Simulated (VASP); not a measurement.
Level of theory: PBE GGA, VASP's PBE PAW potentials (set 64) (plane waves; VASP).

VASP ran on this input.

KPOINTS:
```
Automatic mesh
0
Gamma
9 9 9
0 0 0
```

**POSCAR**
```
AgCl
1
    0.0000000000     2.7985296712     2.7985296712
    2.7985296712     0.0000000000     2.7985296712
    2.7985296712     2.7985296712     0.0000000000
Ag Cl
1 1
Direct
  0.0000000000   0.0000000000   0.0000000000
  0.5000000000   0.5000000000   0.5000000000
```

INCAR:
```
ALGO=Normal
EDIFF=1E-7
ENCUT=400
GGA=PE
ISIF=2
ISMEAR=-5
LASPH=.TRUE.
LCHARG=.TRUE.
LMAXMIX=4
LORBIT=11
LREAL=.FALSE.
LWAVE=.FALSE.
NEDOS=601
NELM=100
PREC=Accurate
SYSTEM=AgCl
```

POTCAR, in this order: Ag Cl (PBE.64 set). Program: vasp_std.

The resulting files:

File OUTCAR:
```
 ion  position               nearest neighbor table
   1  0.000  0.000  0.000-   2 2.80   2 2.80   2 2.80   2 2.80   2 2.80   2 2.80
   2  0.500  0.500  0.500-   1 2.80   1 2.80   1 2.80   1 2.80   1 2.80   1 2.80
  LATTYP: Found a face centered cubic cell.
 ALAT       =     5.5970593424
 Subroutine PRICEL returns:
 Original cell was already a primitive cell.
 Subroutine GETGRP returns: Found 48 space group operations
The static configuration has the point symmetry O_h .
The dynamic configuration has the point symmetry O_h .
 Subroutine INISYM returns: Found 48 space group operations
 Subroutine IBZKPT returns following result:
 Found     35 irreducible k-points:

 Following reciprocal coordinates:
            Coordinates               Weight
  0.000000  0.000000  0.000000      1.000000
  0.111111  0.000000  0.000000      8.000000
  0.222222  0.000000  0.000000      8.000000
  0.333333  0.000000  0.000000      8.000000
  0.444444  0.000000  0.000000      8.000000
  0.111111  0.111111  0.000000      6.000000
  0.222222  0.111111  0.000000     24.000000
  0.333333  0.111111  0.000000     24.000000
  0.444444  0.111111  0.000000     24.000000
...
```

OSZICAR:
```
       N       E                     dE             d eps       ncg     rms          rms(c)
DAV:   1     0.831994878611E+02    0.83199E+02   -0.76967E+03   990   0.996E+02
DAV:   2    -0.223236145328E+01   -0.85432E+02   -0.80442E+02  1120   0.224E+02
DAV:   3    -0.556179045310E+01   -0.33294E+01   -0.33222E+01  1000   0.472E+01
DAV:   4    -0.558930571352E+01   -0.27515E-01   -0.27513E-01  1100   0.481E+00
DAV:   5    -0.558970734640E+01   -0.40163E-03   -0.40163E-03   995   0.568E-01    0.592E+00
DAV:   6    -0.540504495461E+01    0.18466E+00   -0.33528E-01   971   0.788E+00    0.389E+00
DAV:   7    -0.540135685423E+01    0.36881E-02   -0.10535E-01   925   0.259E+00    0.194E+00
DAV:   8    -0.540070503533E+01    0.65182E-03   -0.57028E-03   975   0.931E-01    0.306E-01
DAV:   9    -0.540076635754E+01   -0.61322E-04   -0.71283E-04  1035   0.396E-01    0.485E-02
DAV:  10    -0.540083769473E+01   -0.71337E-04   -0.11899E-04   950   0.108E-01    0.277E-02
DAV:  11    -0.540084395416E+01   -0.62594E-05   -0.60078E-06  1000   0.218E-02    0.480E-03
DAV:  12    -0.540084399164E+01   -0.37488E-07   -0.25959E-07  1064   0.633E-03
   1 F= -.54008440E+01 E0= -.54008440E+01  d E =0.000000E+00
```

OUTCAR:
```
------------------------ aborting loop because EDIFF is reached ----------------------------------------
  FORCE on cell =-STRESS in cart. coord.  units (eV):
  Direction    XX          YY          ZZ          XY          YZ          ZX
  --------------------------------------------------------------------------------------
  Total        0.0087803      0.0087803      0.0087803      0.0000000      0.0000000      0.0000000
  in kB        0.3209236      0.3209236      0.3209236      0.0000000      0.0000000      0.0000000
  external PRESSURE =       0.3209236 kB  Pullay stress =       0.0000000 kB
  volume of cell :       43.83
      direct lattice vectors                 reciprocal lattice vectors
     0.000000000  2.798529671  2.798529671    -0.178665249  0.178665249  0.178665249
     2.798529671  0.000000000  2.798529671     0.178665249 -0.178665249  0.178665249
     2.798529671  2.798529671  0.000000000     0.178665249  0.178665249 -0.178665249
  FREE ENERGIE OF THE ION-ELECTRON SYSTEM (eV)
  ---------------------------------------------------
  free  energy   TOTEN  =        -5.4008439916 eV

  energy  without entropy=       -5.4008439916  energy(sigma->0) =       -5.40084399

 total charge

# of ion       s       p       d       tot
------------------------------------------
    1        0.191   0.130   9.372   9.694
    2        1.603   3.468   0.000   5.071
--------------------------------------------------
tot          1.794   3.598   9.372  14.765
```
(Selected blocks of OUTCAR.)

The compound is AgCl in the rock salt structure. It was relaxed first.
